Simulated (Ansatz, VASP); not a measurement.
# RbZnH3: VASP beside Ansatz, part 3 of 3

One calculation is typed for both programs; each brings its own data sets. How far apart do they land? The cell is generated by rule, not measured, and may not be a known phase. The cell is taken from a series of runs on this material, whose earlier steps may have relaxed, scaled, displaced or heated it; both programs get it as it stands.

VASP 6.6.1 and Ansatz 0.2.0.

So far: The structure; Ansatz: zone-centre phonons, PBEsol; VASP: zone-centre phonons, PBEsol.

## Step 3: VASP: zone-centre phonons, PBEsol (continued)

Level of this step: PBEsol; plane waves and PAW (Rb_sv, Zn, H); invented cell (VASP).

Numbers of over 12 decimals in the logs are rounded to 6 here.

Parts of OUTCAR (step 3):

```text
ion  position               nearest neighbor table
   1  0.000  0.254  0.489-   6 2.84  10 2.84   9 2.89   8 2.89   6 2.90  10 2.90   7 3.01   7 3.01
                             3 3.66   3 3.66   4 3.66   4 3.66   4 3.82   4 3.82   2 3.83   2 3.83
   2  0.000  0.746  0.989-   8 2.84   9 2.84   6 2.89  10 2.89   8 2.90   9 2.90   5 3.01   5 3.01
                             4 3.66   4 3.66   3 3.66   3 3.66   3 3.82   3 3.82   1 3.83   1 3.83
   3  0.500  0.823  0.466-   8 1.60   9 1.60   7 1.71   5 1.73   1 3.66   1 3.66   2 3.66   2 3.66
                             2 3.82   2 3.82   1 4.25   1 4.25
   4  0.500  0.177  0.966-   6 1.60  10 1.60   5 1.71   7 1.73   2 3.66   2 3.66   1 3.66   1 3.66
                             1 3.82   1 3.82   2 4.25   2 4.25
   5  0.500  0.932  0.153-   4 1.71   3 1.73   2 3.01   2 3.01
   6  0.233  0.295  0.995-   4 1.60   1 2.84   2 2.89   1 2.90
   7  0.500  0.068  0.653-   3 1.71   4 1.73   1 3.01   1 3.01
   8  0.233  0.705  0.495-   3 1.60   2 2.84   1 2.89   2 2.90
   9  0.767  0.705  0.495-   3 1.60   2 2.84   1 2.89   2 2.90
  10  0.767  0.295  0.995-   4 1.60   1 2.84   2 2.89   1 2.90

  LATTYP: Found a simple orthorhombic cell.
 ALAT       =     5.1417966217
 B/A-ratio  =     1.0440337899
 C/A-ratio  =     1.1235987213

 Subroutine GETGRP returns: Found  4 space group operations
 (whereof  2 operations were pure point group operations)

The static configuration has the point symmetry C_1h.
 The point group associated with its full space group is C_2v.

 Found     27 irreducible k-points:

   k-points           NKPTS =     27   k-points in BZ     NKDIM =     27   number of bands    NBANDS=     34

   dimension x,y,z NGX =    40 NGY =   42 NGZ =   40
   dimension x,y,z NGXF=    80 NGYF=   84 NGZF=   80

   ENCUT  =  500.0 eV  36.75 Ry    6.06 a.u.   9.79 10.53  9.37*2*pi/ulx,y,z

   NELECT =      48.0000    total number of electrons

 k-points in reciprocal lattice and weights: Automatic mesh
   0.00000000  0.00000000  0.00000000       0.016
   0.25000000  0.00000000  0.00000000       0.031
   0.50000000  0.00000000  0.00000000       0.016
   0.00000000  0.25000000  0.00000000       0.031
   0.25000000  0.25000000  0.00000000       0.062
   0.50000000  0.25000000  0.00000000       0.031
   0.00000000  0.50000000  0.00000000       0.016
   0.25000000  0.50000000  0.00000000       0.031
   0.50000000  0.50000000  0.00000000       0.016
[...]
0.25000000  0.50000000  0.50000000       0.031
   0.50000000  0.50000000  0.50000000       0.016

 average (electrostatic) potential at core
       1 -39.0926       2 -39.0926       3 -38.7265       4 -38.7265       5 -35.5189
       6 -34.8799       7 -35.5189       8 -34.8799       9 -34.8799      10 -34.8799

   2 f  =   50.813878 THz   319.273013 2PiTHz 1694.968529 cm-1   210.149220 meV
             X         Y         Z           dx          dy          dz
      0.000000  1.466849  2.513273     0.000000    0.001479    0.000734
      0.000000  4.310467  5.084171    -0.000000    0.001479   -0.000734
      2.684105  4.756274  2.397158    -0.000000    0.020941   -0.005542
      2.684105  1.021042  4.968056    -0.000000    0.020941    0.005542
      2.684105  5.382083  0.784413    -0.000000    0.202308   -0.224202
      1.249705  1.706447  5.118439     0.405613   -0.192729   -0.050005
      2.684105  0.395233  3.355312    -0.000000    0.202308    0.224202
      1.249705  4.070869  2.547540    -0.405613   -0.192729    0.050005
      4.118504  4.070869  2.547540     0.405613   -0.192729    0.050005
      4.118504  1.706447  5.118439    -0.405613   -0.192729   -0.050005

   3 f  =   48.962713 THz   307.641799 2PiTHz 1633.220306 cm-1   202.493419 meV
             X         Y         Z           dx          dy          dz
      0.000000  1.466849  2.513273    -0.000400   -0.000000    0.000000
      0.000000  4.310467  5.084171     0.000400   -0.000000    0.000000
      2.684105  4.756274  2.397158     0.091400   -0.000000    0.000000
      2.684105  1.021042  4.968056    -0.091400   -0.000000   -0.000000
      2.684105  5.382083  0.784413    -0.006026    0.000000   -0.000000
      1.249705  1.706447  5.118439     0.427830   -0.244270   -0.055665
      2.684105  0.395233  3.355312     0.006026    0.000000    0.000000
      1.249705  4.070869  2.547540    -0.427830   -0.244270    0.055665
      4.118504  4.070869  2.547540    -0.427830    0.244270   -0.055665
      4.118504  1.706447  5.118439     0.427830    0.244270    0.055665

   4 f  =   48.953964 THz   307.586825 2PiTHz 1632.928457 cm-1   202.457234 meV
             X         Y         Z           dx          dy          dz
      0.000000  1.466849  2.513273    -0.002245   -0.000000   -0.000000
      0.000000  4.310467  5.084171    -0.002245    0.000000   -0.000000
      2.684105  4.756274  2.397158    -0.094592    0.000000   -0.000000
      2.684105  1.021042  4.968056    -0.094592    0.000000    0.000000
      2.684105  5.382083  0.784413    -0.067498   -0.000000    0.000000
      1.249705  1.706447  5.118439     0.426164   -0.241793   -0.056267
      2.684105  0.395233  3.355312    -0.067498   -0.000000   -0.000000
      1.249705  4.070869  2.547540     0.426164    0.241793   -0.056267
      4.118504  4.070869  2.547540     0.426164   -0.241793    0.056267
      4.118504  1.706447  5.118439     0.426164    0.241793    0.056267

   5 f  =   46.719272 THz   293.545845 2PiTHz 1558.387179 cm-1   193.215298 meV
             X         Y         Z           dx          dy          dz
      0.000000  1.466849  2.513273     0.000000    0.000968    0.000817
      0.000000  4.310467  5.084171     0.000000    0.000968   -0.000817
      2.684105  4.756274  2.397158     0.000000    0.053042   -0.010894
      2.684105  1.021042  4.968056     0.000000    0.053042    0.010894
      2.684105  5.382083  0.784413     0.000000   -0.371311    0.512444
      1.249705  1.706447  5.118439     0.217163   -0.033609    0.002859
      2.684105  0.395233  3.355312     0.000000   -0.371311   -0.512444
      1.249705  4.070869  2.547540    -0.217163   -0.033609   -0.002859
      4.118504  4.070869  2.547540     0.217163   -0.033609   -0.002859
      4.118504  1.706447  5.118439    -0.217163   -0.033609    0.002859

   6 f  =   46.672201 THz   293.250090 2PiTHz 1556.817062 cm-1   193.020628 meV
             X         Y         Z           dx          dy          dz
      0.000000  1.466849  2.513273     0.000000   -0.000008    0.000012
      0.000000  4.310467  5.084171    -0.000000    0.000008    0.000012
      2.684105  4.756274  2.397158     0.000000    0.013562    0.040096
      2.684105  1.021042  4.968056     0.000000   -0.013562    0.040096
      2.684105  5.382083  0.784413     0.000000    0.497206   -0.484550
      1.249705  1.706447  5.118439     0.024155   -0.033092    0.080152
      2.684105  0.395233  3.355312     0.000000   -0.497206   -0.484550
      1.249705  4.070869  2.547540     0.024155    0.033092    0.080152
      4.118504  4.070869  2.547540    -0.024155    0.033092    0.080152
      4.118504  1.706447  5.118439    -0.024155   -0.033092    0.080152

   7 f  =   23.915009 THz   150.262434 2PiTHz  797.718838 cm-1    98.904486 meV
             X         Y         Z           dx          dy          dz
      0.000000  1.466849  2.513273    -0.000000   -0.000966    0.001943
      0.000000  4.310467  5.084171    -0.000000   -0.000966   -0.001943
      2.684105  4.756274  2.397158     0.000000    0.051051    0.064770
      2.684105  1.021042  4.968056    -0.000000    0.051051   -0.064770
      2.684105  5.382083  0.784413    -0.000000   -0.537825   -0.415590
      1.249705  1.706447  5.118439     0.037434    0.065856   -0.099366
      2.684105  0.395233  3.355312     0.000000   -0.537825    0.415590
      1.249705  4.070869  2.547540    -0.037434    0.065856    0.099366
      4.118504  4.070869  2.547540     0.037434    0.065856    0.099366
      4.118504  1.706447  5.118439    -0.037434    0.065856   -0.099366

   8 f  =   21.348779 THz   134.138335 2PiTHz  712.118617 cm-1    88.291416 meV
             X         Y         Z           dx          dy          dz
      0.000000  1.466849  2.513273     0.001236   -0.000000   -0.000000
      0.000000  4.310467  5.084171    -0.001236    0.000000    0.000000
      2.684105  4.756274  2.397158     0.001758    0.000000    0.000000
      2.684105  1.021042  4.968056    -0.001758    0.000000   -0.000000
      2.684105  5.382083  0.784413     0.467795   -0.000000   -0.000000
      1.249705  1.706447  5.118439     0.002162    0.081730   -0.365920
      2.684105  0.395233  3.355312    -0.467795   -0.000000    0.000000
      1.249705  4.070869  2.547540    -0.002162    0.081730    0.365920
      4.118504  4.070869  2.547540    -0.002162   -0.081730   -0.365920
      4.118504  1.706447  5.118439     0.002162   -0.081730    0.365920

   9 f  =   20.329795 THz   127.735869 2PiTHz  678.128966 cm-1    84.077238 meV
             X         Y         Z           dx          dy          dz
      0.000000  1.466849  2.513273     0.000000   -0.001597    0.022555
      0.000000  4.310467  5.084171    -0.000000   -0.001597   -0.022555
      2.684105  4.756274  2.397158    -0.000000   -0.028203   -0.081500
      2.684105  1.021042  4.968056    -0.000000   -0.028203    0.081500
      2.684105  5.382083  0.784413     0.000000    0.098946    0.104725
      1.249705  1.706447  5.118439    -0.019995    0.073022   -0.479494
      2.684105  0.395233  3.355312    -0.000000    0.098946   -0.104725
      1.249705  4.070869  2.547540     0.019995    0.073022    0.479494
      4.118504  4.070869  2.547540    -0.019995    0.073022    0.479494
      4.118504  1.706447  5.118439     0.019995    0.073022   -0.479494
    [... 271 further lines ...]
      4.118504  4.070869  2.547540    -0.090278   -0.095950   -0.009860
      4.118504  1.706447  5.118439     0.090278   -0.095950    0.009860

 MACROSCOPIC STATIC DIELECTRIC TENSOR IONIC CONTRIBUTION
 ------------------------------------------------------
           3.556409    -0.000000     0.000000
          -0.000000     5.594150     0.000000
           0.000000     0.000000     4.338668
 ------------------------------------------------------

 ELASTIC MODULI CONTR FROM IONIC RELAXATION (kBar)
 Direction    XX          YY          ZZ          XY          YZ          ZX
 --------------------------------------------------------------------------------
 XX        -529.7578   -104.1995    108.4401     -0.0000      0.0000      0.0000
 YY        -104.1995   -206.9765    -69.1340     -0.0000      0.0000      0.0000
 ZZ         108.4401    -69.1340   -275.7996      0.0000     -0.0000      0.0000
 XY          -0.0000     -0.0000      0.0000   -191.4443     -0.0000     -0.0000
 YZ           0.0000      0.0000     -0.0000     -0.0000    -62.8691      0.0000
 ZX          -0.0000     -0.0000      0.0000     -0.0000      0.0000    -18.5257
 --------------------------------------------------------------------------------

 PIEZOELECTRIC TENSOR IONIC CONTR  for field in x, y, z        (C/m^2)
          XX          YY          ZZ          XY          YZ          ZX
  --------------------------------------------------------------------------------
  x     0.00000    -0.00000    -0.00000     0.00000    -0.00000     0.14471
  y    -0.00000    -0.00000    -0.00000    -0.00000     0.10223     0.00000
  z     0.21104     0.09849    -0.45815     0.00000    -0.00000     0.00000
```

With imaginary modes the cell is no minimum, so the ionic parts of its dielectric, piezoelectric and elastic tensors have no meaning.

## Step 4: Comparison

Known differences besides the potentials themselves: fixed occupations in Ansatz, narrow Gaussian smearing in VASP; VASP's response is taken on the typed mesh, Ansatz refines its own for the field response alone; the cutoff is 420 eV in Ansatz and 500 eV in VASP; Ansatz makes its cores anew for this functional, VASP keeps those of its PBE data sets. Total energies have different zeros and are not compared.

Both answers:

| quantity | Ansatz | VASP | difference |
| --- | --- | --- | --- |
| ε∞ xx | 3.52 | 3.54 | -0.46 % |
| ε∞ yy | 3.32 | 3.31 | +0.21 % |
| ε∞ zz | 3.72 | 3.74 | -0.38 % |
| Born charge of Rb1 (mean of the diagonal) (e) | 1.17 | 1.17 | 0.00 |
| Born charge of Zn3 (mean of the diagonal) (e) | 1.06 | 1.07 | -0.01 |
| Born charge of H5 (mean of the diagonal) (e) | -0.77 | -0.78 | +0.01 |
| optical mode 1 (imaginary, printed as negative) (cm⁻¹) | -22.6 | -22.0 | -0.6 |
| optical mode 2 (cm⁻¹) | 63.6 | 62.2 | +2.28 % |
| optical mode 3 (cm⁻¹) | 63.7 | 63.1 | +0.92 % |
| optical mode 4 (cm⁻¹) | 80.0 | 80.4 | -0.45 % |
| optical mode 5 (cm⁻¹) | 85.3 | 86.0 | -0.76 % |
| optical mode 6 (cm⁻¹) | 85.4 | 87.3 | -2.16 % |
| optical mode 7 (cm⁻¹) | 101.7 | 101.6 | +0.15 % |
| optical mode 8 (cm⁻¹) | 103.8 | 102.7 | +1.01 % |
| optical mode 9 (cm⁻¹) | 138.9 | 140.9 | -1.42 % |
| optical mode 10 (cm⁻¹) | 195.2 | 188.3 | +3.71 % |
| optical mode 11 (cm⁻¹) | 327.8 | 325.8 | +0.62 % |
| optical mode 12 (cm⁻¹) | 388.6 | 387.5 | +0.28 % |
| optical mode 13 (cm⁻¹) | 474.4 | 475.5 | -0.22 % |
| optical mode 14 (cm⁻¹) | 531.3 | 530.5 | +0.16 % |
| optical mode 15 (cm⁻¹) | 580.6 | 582.8 | -0.37 % |
| optical mode 16 (cm⁻¹) | 597.3 | 600.1 | -0.46 % |
| optical mode 17 (cm⁻¹) | 614.5 | 615.8 | -0.22 % |
| optical mode 18 (cm⁻¹) | 646.7 | 649.3 | -0.40 % |
| optical mode 19 (cm⁻¹) | 675.8 | 678.1 | -0.34 % |
| optical mode 20 (cm⁻¹) | 708.7 | 712.1 | -0.48 % |

Modes are paired by rising frequency, not by their patterns, so a pair may set unlike modes beside each other; they are those without the splitting of longitudinal modes.

## Step 5: What came out

| Property | Result |
| --- | --- |
| r.m.s. difference of the optical zone-centre modes, each program's sorted by frequency (zone-centre phonons, PBEsol) | 6.9 cm⁻¹ |
| difference in optical mode 10 (zone-centre phonons, PBEsol) | +3.7 % |

**Reading.** The r.m.s. difference of the optical zone-centre modes, each program's sorted by frequency is 6.9 cm⁻¹ (zone-centre phonons, PBEsol). Among the rows given in per cent, the largest difference of the zone-centre phonons, PBEsol pair is in optical mode 10, +3.7 %. How closely two codes agree says nothing of how well the functional describes the real material.

[Lines on the potential files, build, host, timing and source positions are cut from VASP's logs without a mark.]

[Logs are printed without paths, hosts, clocks, repeated set-up lines and the standing remarks that a program may print on its own settings, such as how far it seeks lower states.]

[Hosts, paths, dates, database ids (printed as entryN), source tags and the programs' standing remarks are cut or masked in the printed files.]
